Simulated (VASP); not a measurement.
Input:

```
CELL_PARAMETERS angstrom
      3.69533     0.00000     0.00000
      0.00000     3.69533     0.00000
      0.00000     0.00000     3.69533
ATOMIC_POSITIONS crystal
  Tl 0.00000 0.00000 0.00000
  Cl 0.50000 0.50000 0.50000
```

The numbers are results of LDA (Ceperley-Alder, Perdew-Zunger), VASP's LDA PAW potentials (set 64) (plane waves; VASP 6.6.1), not measurements. Run with 400 eV cut-off, 13×13×13 Γ-centred mesh, Gaussian smearing of 0.010 eV, potentials Tl_d Cl.

Estimate the energy per atom (σ→0).

energy per atom (σ→0): -3.503 eV/atom

Total energies compare only between runs with the same potentials, cut-off and functional.

The compound is TlCl in the CsCl type structure. It was relaxed first, which changed the volume by -11 %.
